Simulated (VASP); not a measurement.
# BeCdO2: relaxation of cell and atoms with PBE

Crystal: BeCdO2.

```xyz
8
Lattice="4.3367 0.0000 0.0000 -2.1683 3.7557 0.0000 0.0000 0.0000 6.4587" Properties=species:S:1:pos:R:3 pbc="T T T"
Be    0.0000    0.0000    0.0000
Be    0.0000    0.0000    3.2294
Cd    0.0000    2.5038    0.0000
Cd    2.1683    1.2519    0.0000
O     0.0000    2.5038    2.6510
O     0.0000    2.5038    3.8077
O     2.1683    1.2519    3.8077
O     2.1683    1.2519    2.6510
```

The cell was built by a generator and needn't be a form met in nature.

| Item | Value |
| --- | --- |
| Program | VASP 6.6.1 |
| Task | relaxation of cell and atoms |
| Functional | PBE |
| Potentials or basis | VASP PAW PBE potentials, release 64 (Be, Cd, O) |
| Cutoff | 520 eV |
| k mesh | 4 × 4 × 2 |
| Occupations | gaussian, width 0.15 eV |
| Spin | no spin polarisation |
| Further INCAR settings | PREC = Normal; ALGO = Fast; EDIFF = 0.0001; IBRION = 2; EDIFFG = -0.08; NSW = 24; ISIF = 3 |

```yaml
Relaxed_volume: 14.73 Å³/atom
Relaxed_cell: a = 4.526 Å, b = 4.526 Å, c = 6.643 Å, α = 90.00°, β = 90.00°, γ = 120.00°
Space_group_after_relaxing_to_0.05_Å: P6/mmm (No. 191)
Energy_gained_by_relaxing: 280.1 meV/atom
Ionic_steps: 13
Pressure_after_relaxing: 0.3 GPa
Largest_force_after_relaxing: 0.006 eV/Å
Band_gap_on_the_k_mesh: none (metal or under the smearing width)
```

Forces in eV/Å, atoms in the order of the input:
```
Be   0.000  0.000  0.000
Be   0.000  0.000  0.000
Cd   0.000  0.000  0.000
Cd   0.000  0.000  0.000
O    0.000  0.000 -0.006
O    0.000  0.000  0.006
O    0.000  0.000  0.006
O    0.000  0.000 -0.006
```

Stress tensor (GPa, compression positive):
```
0.27 0.00 0.00
0.00 0.27 0.00
0.00 0.00 0.49
```

Step by step:
```tsv
step	energy change (eV)	largest force (eV/Å)	pressure (GPa)	volume (Å³)
1	0.0000	12.3741	25.82	105.19
2	3.6911	0.2155	-11.39	140.29
3	3.0651	0.1046	-11.22	136.22
4	2.5668	0.1184	-11.42	133.07
5	0.3503	2.7872	-6.92	118.14
6	-1.4126	2.9556	-1.53	111.56
7	-1.9842	1.2508	3.79	108.35
8	-2.0046	0.1039	7.01	107.09
9	-2.0153	0.4121	6.01	107.56
10	-2.1979	0.5959	1.17	114.34
11	-2.2196	0.6988	-0.81	117.60
12	-2.1907	1.3213	2.23	118.22
13	-2.2408	0.0065	0.34	117.86
```

Final structure:
```
Be Cd O
1.0
     4.52609    0.00000    0.00000
    -2.26304    3.91971    0.00000
     0.00000    0.00000    6.64343
Be Cd O
2 2 4
Direct
  0.00000 0.00000 0.00000
  0.00000 0.00000 0.50000
  0.33333 0.66667 0.00000
  0.66667 0.33333 0.00000
  0.33333 0.66667 0.39907
  0.33333 0.66667 0.60093
  0.66667 0.33333 0.60093
  0.66667 0.33333 0.39907
```

Levels at points of the mesh, in eV from the Fermi level:
```tsv
k point	band 24	band 25	band 26	band 27	band 28	band 29
(0.00, 0.00, 0.00)	-0.76	-0.67	-0.01	-0.01	2.48	2.48
(0.50, 0.00, 0.00)	-1.59	-0.73	-0.21	0.33	0.57	1.60
(0.00, 0.00, 0.50)	-1.17	-0.07	-0.07	1.60	2.29	2.61
(0.50, 0.00, 0.50)	-1.25	-0.30	-0.14	0.03	0.31	2.18
```

Wall time 2.4 min on 1 thread of Intel(R) Xeon(R) Platinum 8259CL CPU @ 2.50GHz (Skylake/Cascade Lake), on a shared host, peak memory 0.18 GiB.

Caveat: the k mesh is coarse (spacing up to 0.49 Å⁻¹), so the values aren't converged; the standard files for N, O and F lose accuracy on very short bonds; the relaxation stopped at a loose force limit of 0.08 eV/Å, so its end isn't a converged minimum.
